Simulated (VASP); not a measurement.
Input of a VASP 6.6.1 run:

The input INCAR:

```
ALGO     = Normal         # electronic algorithm
EDIFF    = 1E-7           # SCF threshold, eV
EDIFFG   = -0.01          # ionic threshold
ENCUT    = 300            # plane-wave cutoff, eV
GGA      = PE             # functional
IBRION   = 2              # ionic algorithm
ISIF     = 4              # what is computed and relaxed
ISMEAR   = 1              # smearing method
LASPH    = True           # aspherical terms in the spheres
LCHARG   = False          # write CHGCAR
LREAL    = False          # projectors in reciprocal space
LWAVE    = False          # write WAVECAR
NELM     = 80             # most SCF steps
NSW      = 40             # ionic steps
PREC     = Accurate       # precision mode
SIGMA    = 0.1            # smearing width, eV
```

File KPOINTS:

```
k-points
0
Gamma
  8 8 5
```

POSCAR

```
Ru                                      
1.0
    2.7114543643      0.0000000000      0.0000000000
   -1.3557271821      2.3481883607      0.0000000000
    0.0000000000      0.0000000000      4.2756781195
  Ru            
     2
Direct
     0.3333333332999970    0.6666666667000030    0.2500000000000000
     0.6666666667000030    0.3333333332999970    0.7500000000000000
```

Potentials or basis: VASP PAW PBE potentials, release 64 (Ru).

Command:

```sh
$ cat potpaw_PBE.64/Ru/POTCAR > POTCAR
$ mpirun -np 1 vasp_std > vasp.out
```

What does it give for the band gap on the k mesh?

None (metal or under the smearing width).

Final structure:
```
CELL_PARAMETERS angstrom
2.71145 0.00000 0.00000
-1.35573 2.34819 0.00000
0.00000 0.00000 4.27568
ATOMIC_POSITIONS crystal
Ru 0.33333 0.66667 0.25000
Ru 0.66667 0.33333 0.75000
```

Caveat: the relaxation stopped at its first step, so nothing moved.
